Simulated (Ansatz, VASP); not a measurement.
## LiMg: VASP beside Ansatz

One calculation is typed for both programs; each brings its own data sets. How far apart do they land? The cell is taken from a series of runs on this material, whose earlier steps may have relaxed, scaled, displaced or heated it; both programs get it as it stands.

Calculated with Ansatz 0.2.0; plane waves, with VASP 6.6.1 beside it; relaxation of cell and atoms at PBEsol.

### Step 1. Starting point

The structure is trigonal, space group R-3m (No. 166). Conventional cell: a = 3.097 Å, b = 3.097 Å, c = 15.057 Å, α = 90.00°, β = 90.00°, γ = 120.00°. Li has 6 Mg at 3.08 Å and 6 Li at 3.10 Å nearest. Nearest to Mg lie 6 Li at 3.08 Å and 6 Mg at 3.10 Å. Farther neighbours are not listed.

### Step 2. Ansatz: relaxation of cell and atoms, PBEsol

Ansatz runs on norm-conserving files, of PseudoDojo where its log says so.

The relaxed volume is the usual yardstick between codes: in a stiff, nearly cubic crystal its relative difference is about their pressure difference at one cell divided by the bulk modulus.

input.yaml reads:

```yaml
crystal:
  lattice:
    - [1.5485640751, 0.8940638856, 5.0188429766]
    - [-1.5485640751, 0.8940638856, 5.0188429766]
    - [0.0, -1.7881277712, 5.0188429766]
  atoms:
    - { symbol: Li, position: [0.0, 0.0, 0.0] }
    - { symbol: Mg, position: [0.5, 0.5, 0.5] }
kpoints:
  mp_grid: { grid: [15, 15, 15] }
hamiltonian:
  xc: pbesol
  pseudopotentials: { kind: nc }
scf:
  occupations: { method: methfessel_paxton, width: 0.15 }
output:
  forces: true
  stress: true
  eigenvalues: true
relax:
  adjacent_minimum: "off"
  f_tol: 0.001
  max_steps: 60
  cell: { stress_tol: 0.01 }
```

Run with:

```console
> ansatz run input.yaml --threads 4 --pin off --max-ram 7168MiB --backend cpu --events-out ev --progress --plain --runs-dir out
```

Numbers of over 12 decimals in the logs are rounded to 6 here.

What it wrote:

```text
basis.fft_grid_basis auto: the FFT boxes are laid along the combinations [[1, 0, -1], [0, 1, -1], [0, 0, 1]] of the cell's own vectors, 3.097, 3.097 and 5.328 Å long. The dense box has 36×36×60 points. Along the cell's own vectors, as sized, it would have 60×60×60, 2.78 times as many. Of the 12 symmetry operations that the crystal satisfies within crystal.symmetry.tolerance (time reversal apart; of a slab, those that [...]
Engine: ansatz 0.2.0, aarch64-unknown-linux-gnu
Pseudopotentials: kind: nc
Pseudopotential: Li, nc, valence charge 3, recommended cutoff 1006.821291 eV (normal), Li.nc.azcp (PseudoDojo's, or run here from an input of PseudoDojo's: the run reads no file of this project's for it)
Pseudopotential: Mg, nc, valence charge 10, recommended cutoff 1142.878222 eV (normal), Mg.nc.azcp (PseudoDojo's, or run here from an input of PseudoDojo's: the run reads no file of this project's for it)
Functional definition: PBEsol
  exchange = pbesol_x
  correlation = pbesol_c
Crystal: 2 atoms, lattice volume = 41.692 Å³
Basis set: ecut = 1142.878222 eV, 3663 PW (Γ), FFT grids on a1−a3, a2−a3, a3, exchange–correlation on 72×72×120 points (8 copies of the dense FFT grid, shifted against one another)
Bands: 11, of which v1, the nominal top of the filled ones, is band 7 counted from 1 (6 counted from 0)
Symmetry: 12 space group operations
Space group: R-3m (ITA 166), of the structure as read, at distance tolerance 3.5e-5 Å
k-points: 344 of 3375
Non-local potential: Li, projectors of the file, l = 0: 2, l = 1: 2
Non-local potential: Mg, projectors of the file, l = 0: 2, l = 1: 2
Initial density: superposition of atomic densities (chi_scale 0.1, normalization cell, long waves kept (reshape's long-wave potential 0.00 eV rms))
Initial wavefunctions: pseudopotential atomic-orbital guess
Functional: x = pbesol(κ = 0.804, μ = 0.123457), c = pbesol(β = 0.046)
SCF iter   1: F=—  HF=-1808.707526 eV  |F-HF|=—  |Δ(HF+E_count)|=         —  Δρ=1.77e-2  dr2=5.31e-1  ethr=3.10e-3  ⟨swp⟩=5.9  Hψ=26288  notcnv=0
preconditioner: auto → none  [metal: Δε(μ)=0.031 eV  Ē_g=7.345 eV  σ=0.150 eV  W_gap=0.17  n_scr=2 (ndim 8)  ℏωp=10.0 eV  f_vac=0.000  D(μ)=0.68/eV (n_scr^D=2)  sad-step TF]
SCF iter   2: F=—  HF=-1808.620893 eV  |F-HF|=—  |Δ(HF+E_count)|=   8.66e-2  S|Δr|=    0.00e0  Δρ=1.20e-2  dr2=2.55e-1  ethr=3.10e-3  ⟨swp⟩=1.0  Hψ=6537  notcnv=0
SCF iter   3: F=—  HF=-1808.538828 eV  |F-HF|=—  |Δ(HF+E_count)|=   8.21e-2  S|Δr|=    0.00e0  Δρ=2.25e-3  dr2=8.12e-3  ethr=1.96e-3  ⟨swp⟩=2.1  Hψ=5548  notcnv=0  defer=2
SCF iter   4: F=—  HF=-1808.536378 eV  |F-HF|=—  |Δ(HF+E_count)|=   2.45e-3  S|Δr|=    0.00e0  Δρ=4.42e-4  dr2=2.95e-5  ethr=6.24e-5  ⟨swp⟩=1.7  Hψ=4810  notcnv=0  defer=2
SCF iter   5: F=—  HF=-1808.536183 eV  |F-HF|=—  |Δ(HF+E_count)|=   1.94e-4  S|Δr|=    0.00e0  Δρ=9.75e-5  dr2=3.39e-6  ethr=2.27e-7  ⟨swp⟩=2.2  Hψ=4912  notcnv=0  defer=62
SCF iter   6: F=-1808.536182 eV  HF=-1808.536182 eV  |F-HF|=1.26e-8  |Δ(HF+E_count)|=   1.03e-6  S|Δr|=    0.00e0  Δρ=1.29e-5  dr2=1.75e-8  ethr=7.69e-10  ⟨swp⟩=6.6  Hψ=22679  notcnv=0
SCF 1 converged in 6 iterations: F = -1808.536182 eV  dr2 = 1.75e-8
relax step   1: F+E_penalty+E_count = -1808.53618213 eV  Δ(F+E_penalty+E_count) = +0.000e0 eV  max|allowed force component| = 2.695e-28 eV/Å  Δτ_max = 0.0000 Å  P = -0.009 GPa  Ω = 41.692 Å³  (6 SCF iters, dr2 threshold 1.00e-7 eV, accepted)
[...]
relax step   2: F+E_penalty+E_count = -1808.53618411 eV  Δ(F+E_penalty+E_count) = -1.979e-6 eV  max|allowed force component| = 1.345e-27 eV/Å  Δτ_max = 0.0000 Å  P = -0.001 GPa  Ω = 41.679 Å³  energy of the carried Pulay correction = +1.409e-6 eV  (4 SCF iters, dr2 threshold 5.86e-10 eV, accepted)
[...]
relax step   3: F+E_penalty+E_count = -1808.53618274 eV  Δ(F+E_penalty+E_count) = +1.367e-6 eV  max|allowed force component| = 1.347e-27 eV/Å  Δτ_max = 0.0000 Å  P = -0.002 GPa  Ω = 41.679 Å³  stress off target by 2.55e-3 GPa  SCF on the basis re-selected at this cell (its energy is not comparable with the rows above)  (5 SCF iters)
basis re-selected at this cell: Δ(F+E_penalty+E_count) = +1.367e-6 eV, ΔP = -0.000 GPa vs the last step (what re-selecting the basis moved, of the pressure what is left beyond the Pulay correction that the steps carried, after the strain that the cell walked since its last selection, with what the two solves' SCF thresholds leave and, on support functions, any second-order correction that the steps lacked; it is no m [...]
SCF converged after 5 iterations
Stability not checked: this state was not tested for a lower state beside it, because cold or Methfessel-Paxton smearing, or corrected tetrahedra, fill the levels in a way that the test cannot read (fill_not_monotonic; see scf.lower_state_search)
Free energy (F): -1808.536183 eV
Harris-Foulkes:  -1808.536183 eV  (|F-HF|=6.82e-13)
Internal energy: -1808.536235 eV  (E = F + TS)
E sigma→0 (E₀):  -1808.536196 eV
Entropy (-TS):   0.000052 eV (0.026 meV/atom)
Fermi energy:    3.481504 eV
--- Per-component energies (eV) ---
  E_band       = -459.253394
  E_kinetic    = 1063.021631
  E_local      = -2006.314161  (includes V_loc(G=0)·N_el)
  E_nonlocal   = -616.076716
  E_hartree    = 716.955567
  E_xc         = -255.927166
  E_vxc        = -333.795281  (∫ρ·V_xc dr)
  E_ewald      = -710.195391
  E_smearing   = 0.000052  (= −TS)
  E_closure    = -0.000000  (closes the sum)
  Σ components = -1808.536183   (vs F -1808.536183, Δ=0.00e0)
--- Forces (eV/Å), atoms counted from 1 ---
  atom   1  Li    -0.00000000     0.00000000    -0.00000000
  atom   2  Mg    -0.00000000     0.00000000     0.00000000
  max |Σ_I F_I| component: 2.69e-27 eV/Å
--- Stress (GPa, compression-positive) ---
       -0.001028      -0.000000      -0.000000
       -0.000000      -0.001028       0.000000
       -0.000000       0.000000      -0.002553
  P = ⅓ Tr σ = -0.0015 GPa (-0.015 kbar)
--- Band table (eV; the first three rows and the last of 344) ---
  k-point 0: bands = [... 3 lower, -39.0425, -39.0425, -2.2563, 2.6709, 4.7027, 16.0285, 16.0285, 16.5423]
  k-point 1: bands = [... 3 lower, -39.0440, -39.0429, -2.1665, 2.7364, 4.7873, 14.6749, 15.4050, 16.0219]
  k-point 2: bands = [... 3 lower, -39.0482, -39.0439, -1.8977, 2.9326, 5.0366, 12.6281, 14.5984, 14.6466]
  k-point 343: bands = [... 3 lower, -39.0440, -39.0429, -1.6766, 0.5863, 9.5640, 11.1700, 14.2713, 14.7953]
--- Relaxed structure (2 steps of the walk, 2 accepted, 1 SCFs on fresh bases) ---
  F+E_penalty+E_count = -1808.53618274 eV   max|allowed force component| = 1.347e-27 eV/Å   (the final SCF, on the basis selected at the relaxed cell)
  cell:  # Å, volume = 41.6793 Å³
    - [1.548491, 0.894022, 5.017783]
    - [-1.548491, 0.894022, 5.017783]
    - [0, -1.788044, 5.017783]
  atoms:
    - { symbol: Li, position: [0, 0, 0] }
    - { symbol: Mg, position: [0.500000, 0.500000, 0.500000] }
```

### Step 3. VASP: relaxation of cell and atoms, PBEsol

The same cell, functional, mesh and smearing now go to VASP, with its own data sets.

Lines of VASP's logs that name or quote its potential files are left out, and so is its time.

INCAR reads:

```
SYSTEM = LiMg
PREC = Accurate
ENCUT = 750
EDIFF = 1E-07
NELM = 120
ISMEAR = 1
SIGMA = 0.15
LREAL = .FALSE.
ALGO = Normal
GGA = PS
NBANDS = 8
LORBIT = 11
LWAVE = .FALSE.
LCHARG = .FALSE.
ISIF = 3
IBRION = 2
NSW = 80
EDIFFG = -0.005
LASPH = .TRUE.
GGA_COMPAT = .FALSE.
NELMIN = 4
KPAR = 2
```

POSCAR reads:

```
LiMg
1.0
    1.5485640000      0.8940640000      5.0188430000
   -1.5485640000      0.8940640000      5.0188430000
    0.0000000000     -1.7881280000      5.0188430000
Li Mg
1 1
Direct
    0.0000000000      0.0000000000      0.0000000000
    0.4999999668      0.4999999668      0.4999999668
```

KPOINTS reads:

```
Automatic mesh
0
Gamma
15 15 15
0 0 0
```

Potentials, in the order of the species: Li_sv and Mg (PBE family, release 64).

Run with:

```console
> mpirun -np 2 vasp_std
```

What it wrote:

```text
[banner, memory and clock lines left out]
running    2 mpi-ranks, on    1 nodes
 distrk:  each k-point on    1 cores,    2 groups
 distr:  one band on    1 cores,    1 groups

 POSCAR found type information on POSCAR LiMg
 POSCAR found :  2 types and       2 ions
|                                                                             |
|               ----> ADVICE to this user running VASP <----                  |
|                                                                             |
|     You enforced a specific xc type in the INCAR file but a different       |
|     [... a line on the potential file left out ...]
|     I HOPE YOU KNOW WHAT YOU ARE DOING!                                     |
|                                                                             |

 LDA part: xc-table for (Slater+PW92), standard interpolation
 POSCAR, INCAR and KPOINTS ok, starting setup
 FFT: planning ... GRIDC
 FFT: planning ... GRID_SOFT
 FFT: planning ... GRID
 WAVECAR not read
 entering main loop
       N       E                     dE             d eps       ncg     rms          rms(c)
DAV:   1     0.134662416397E+01    0.13466E+01   -0.15837E+03  5504   0.574E+02
DAV:   2    -0.366061200967E+01   -0.50072E+01   -0.48070E+01  7832   0.589E+01
DAV:   3    -0.383638012324E+01   -0.17577E+00   -0.17561E+00  7432   0.887E+00
DAV:   4    -0.384511333370E+01   -0.87332E-02   -0.86007E-02  7976   0.165E+00
DAV:   5    -0.384521077583E+01   -0.97442E-04   -0.97418E-04  7672   0.160E-01    0.983E-01
DAV:   6    -0.377769143835E+01    0.67519E-01   -0.13760E-01  6304   0.769E-01    0.570E-01
DAV:   7    -0.375985489979E+01    0.17837E-01   -0.64419E-02  7288   0.590E-01    0.214E-01
DAV:   8    -0.375824160226E+01    0.16133E-02   -0.15122E-03  6240   0.231E-01    0.179E-02
DAV:   9    -0.375823973784E+01    0.18644E-05   -0.11489E-04  7936   0.679E-02    0.144E-02
DAV:  10    -0.375823844283E+01    0.12950E-05   -0.42058E-06  7792   0.141E-02    0.579E-03
DAV:  11    -0.375823830952E+01    0.13331E-06   -0.62636E-07  7064   0.517E-03    0.106E-03
DAV:  12    -0.375823832069E+01   -0.11166E-07   -0.35622E-08  3696   0.173E-03
   1 F= -.37582383E+01 E0= -.37582554E+01  d E =-.375824E+01
 curvature:   0.00 expect dE= 0.000E+00 dE for cont linesearch  0.000E+00
 trial: gam= 0.00000 g(F)=  0.687E-46 g(S)=  0.400E-04 ort = 0.000E+00 (trialstep = 0.100E+01)
 search vector abs. value=  0.400E-04
 bond charge predicted
       N       E                     dE             d eps       ncg     rms          rms(c)
DAV:   1    -0.375827555952E+01   -0.37250E-04   -0.27956E-04  9040   0.134E-01    0.317E-02
DAV:   2    -0.375827111822E+01    0.44413E-05   -0.13558E-05  6752   0.265E-02    0.193E-02
DAV:   3    -0.375826832709E+01    0.27911E-05   -0.62095E-06 10264   0.127E-02    0.216E-03
DAV:   4    -0.375826825688E+01    0.70211E-07   -0.14430E-07  4776   0.320E-03
   2 F= -.37582683E+01 E0= -.37582848E+01  d E =-.299362E-04
 trial-energy change:   -0.000030  1 .order   -0.000030   -0.000040   -0.000021
 step:   2.0545(harm=  2.0545)  dis= 0.00000  next Energy=    -3.758279 (dE=-0.411E-04)
 bond charge predicted
       N       E                     dE             d eps       ncg     rms          rms(c)
DAV:   1    -0.375828647430E+01   -0.18147E-04   -0.31577E-04  9072   0.142E-01    0.334E-02
DAV:   2    -0.375828150130E+01    0.49730E-05   -0.14734E-05  6704   0.279E-02    0.203E-02
DAV:   3    -0.375827840842E+01    0.30929E-05   -0.68324E-06 10160   0.133E-02    0.218E-03
DAV:   4    -0.375827833797E+01    0.70447E-07   -0.17760E-07  4912   0.345E-03
   3 F= -.37582783E+01 E0= -.37582943E+01  d E =-.400173E-04
 curvature:  -1.03 expect dE=-0.271E-06 dE for cont linesearch -0.306E-08
 trial: gam= 0.01524 g(F)=  0.180E-46 g(S)=  0.264E-06 ort =-0.345E-06 (trialstep = 0.121E+01)
 search vector abs. value=  0.263E-06
 reached required accuracy - stopping structural energy minimisation
```

From OUTCAR (step 3):

```text
ion  position               nearest neighbor table
   1  0.000  0.000  0.000-   2 3.08   2 3.08   2 3.08   2 3.08   2 3.08   2 3.08
   2  0.500  0.500  0.500-   1 3.08   1 3.08   1 3.08   1 3.08   1 3.08   1 3.08

  LATTYP: Found a trigonal (rhomboedric) cell.
 ALAT       =     5.3278688006
 COS(alpha) =     0.8310409814

 Subroutine GETGRP returns: Found 12 space group operations
 (whereof 12 operations were pure point group operations)

The static configuration has the point symmetry D_3d.

 Found    344 irreducible k-points:

   k-points           NKPTS =    344   k-points in BZ     NKDIM =    344   number of bands    NBANDS=      8

   dimension x,y,z NGX =    48 NGY =   48 NGZ =   48
   dimension x,y,z NGXF=    96 NGYF=   96 NGZF=   96

   ENCUT  =  750.0 eV  55.12 Ry    7.42 a.u.  11.90 11.90 11.90*2*pi/ulx,y,z

   NELECT =       5.0000    total number of electrons

 k-points in reciprocal lattice and weights: Automatic mesh
   0.00000000  0.00000000  0.00000000       0.000
   0.06666667 -0.00000000  0.00000000       0.002
   0.13333333 -0.00000000  0.00000000       0.002
   0.20000000 -0.00000000  0.00000000       0.002
   0.26666667 -0.00000000  0.00000000       0.002
   0.33333333 -0.00000000  0.00000000       0.002
   0.40000000 -0.00000000  0.00000000       0.002
   0.46666667 -0.00000000  0.00000000       0.002
   0.06666667  0.06666667 -0.00000000       0.002
[...]
0.46666667  0.46666667  0.46666667       0.001
  -0.46666667  0.46666667  0.46666667       0.002

 average (electrostatic) potential at core
       1 -63.3204       2 -39.6684

 E-fermi :   1.7040

 k-point     1 :       0.0000    0.0000    0.0000
  band No.  band energies     occupation
      1     -43.9752      2.00000
      2      -4.0407      2.00000
      3       0.8895      2.00000
      4       2.9273     -0.00000
      5      14.2625      0.00000
      6      14.2625      0.00000
      7      14.6980      0.00000
      8      14.6980      0.00000

 k-point     2 :       0.0667   -0.0000    0.0000
  band No.  band energies     occupation
      1     -43.9747      2.00000
      2      -3.9509      2.00000
      3       0.9551      2.00000
      4       3.0120     -0.00000
      5      12.8881      0.00000
      6      13.6271      0.00000
      7      14.2300      0.00000
      8      14.7402      0.00000

 k-point     3 :       0.1333   -0.0000    0.0000
  band No.  band energies     occupation
      1     -43.9733      2.00000
      2      -3.6819      2.00000
      3       1.1518      2.00000
      4       3.2612     -0.00000
      5      10.8487      0.00000
      6      12.8251      0.00000
      7      12.8649      0.00000
      8      14.0288      0.00000

  Total        0.0014587      0.0014587     -0.0025867      0.0000000     -0.0000000      0.0000000
  in kB        0.0562514      0.0562514     -0.0997499      0.0000000     -0.0000000      0.0000000
  external PRESSURE =       0.0042510 kB  Pullay stress =       0.0000000 kB

  energy-cutoff  :      750.00
  volume of cell :       41.55
      direct lattice vectors                 reciprocal lattice vectors
     1.546700230  0.892987951  5.013406054     0.323268847  0.186639323  0.066488397
    -1.546700230  0.892987951  5.013406054    -0.323268847  0.186639323  0.066488397
     0.000000000 -1.785975903  5.013406054     0.000000000 -0.373278646  0.066488397

 POSITION                                       TOTAL-FORCE (eV/Angst)
 -----------------------------------------------------------------------------------
      0.00000      0.00000      0.00000         0.000000      0.000000      0.000000
      0.00000      0.00000      7.52011         0.000000     -0.000000     -0.000000
 -----------------------------------------------------------------------------------
    total drift:                                0.000000      0.000000     -0.000008

  FREE ENERGIE OF THE ION-ELECTRON SYSTEM (eV)
  ---------------------------------------------------
  free  energy   TOTEN  =        -3.7582783380 eV

  energy  without entropy=       -3.7583261682  energy(sigma->0) =       -3.75829428

 reached required accuracy - stopping structural energy minimisation

 total charge
# of ion       s       p       d       tot
------------------------------------------
    1        2.028   0.055   0.000   2.084
    2        0.216   0.129   0.009   0.354
--------------------------------------------------
tot          2.245   0.184   0.009   2.437

[... 3 further parts left out ...]
```

CONTCAR:

```
LiMg
   1.00000000000000
     1.5467002300764419    0.8929879513633739    5.0134060535230054
    -1.5467002300764419    0.8929879513633739    5.0134060535230054
     0.0000000000000000   -1.7859759027267479    5.0134060535230054
  Li              Mg
     1     1
Direct
     0.0000000000000000    0.0000000000000000    0.0000000000000000
     0.4999999667999973    0.4999999667999973    0.4999999667999973
```

### Step 4. Differences

Known differences besides the potentials themselves: the data sets hold 13 valence electrons in Ansatz (on norm-conserving files, of PseudoDojo where its log says so) and 5 in VASP; the cutoff is 1142.88 eV in Ansatz and 750 eV in VASP; Ansatz adds a Pulay correction to the stress that steers its cell, VASP none. Total energies have different zeros and are not compared.

Compared:

```tsv
quantity	Ansatz	VASP	difference
volume (Å³)	41.68	41.55	+0.32 %
edge a after relaxation, in the typed setting (Å)	5.327	5.322	+0.09 %
```

### Step 5. Results

```
difference in volume (relaxation of cell and atoms, PBEsol) : 0.32 %
```

In words: The difference in volume is 0.32 % (relaxation of cell and atoms, PBEsol), within the 1.2 % picked in this series as the mark of a large difference, as far as the stopping tolerances let one tell. The data sets hold unlike numbers of valence electrons (13 in Ansatz and 5 in VASP), so part of the differences comes from the potentials. 1 further run of this series is not shown here. Such differences can come from data sets, numerical settings and the points named under the comparisons, not from the functional's error against experiment.

[Lines on the potential files, build, host, timing and source positions are cut from VASP's logs without a mark.]

[Logs are printed without paths, hosts, clocks, repeated set-up lines and the standing remarks that a program may print on its own settings, such as how far it seeks lower states.]

[Hosts, paths, dates, database ids (printed as entryN), source tags and the programs' standing remarks are cut or masked in the printed files.]
